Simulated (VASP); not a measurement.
Here is the system:

```
RuAs
1.0
    0.00000     2.51932     2.51932
    2.51932     0.00000     2.51932
    2.51932     2.51932     0.00000
Ru As
1 1
Direct
  0.00000   0.00000   0.00000
  0.50000   0.50000   0.50000
```

Level of theory: r2SCAN meta-GGA, VASP's PBE PAW potentials (set 64) (plane waves; VASP). Run with 400 eV cut-off, 14×14×14 Γ-centred mesh, tetrahedra with Blöchl corrections, potentials Ru_pv As.

Problem. Give the energies of bands 5 to 12 at the high-symmetry points, in eV from the Fermi level.

Solution. 
```tsv
band	Γ	X	U	L	W
5	-2.47	-5.33	-5.34	-7.41	-4.95
6	-2.47	-3.79	-5.18	-4.87	-4.95
7	-2.47	-1.84	-3.90	-4.87	-4.85
8	-2.10	-1.84	-1.60	-0.94	-0.48
9	-2.10	-1.39	-0.76	-0.94	-0.46
10	0.67	-0.48	0.01	0.08	-0.46
11	0.67	-0.48	0.93	4.89	0.45
12	0.67	1.19	1.86	6.15	0.85
```

It has no gap at this level: it comes out as a metal or semimetal.

The structure was generated: RuAs was put into the rock salt type (Fm-3m), which need not be its known phase. It was relaxed first, which changed the volume by -32 %. The electron count is odd and the run is not spin-polarised, which forces a metal.
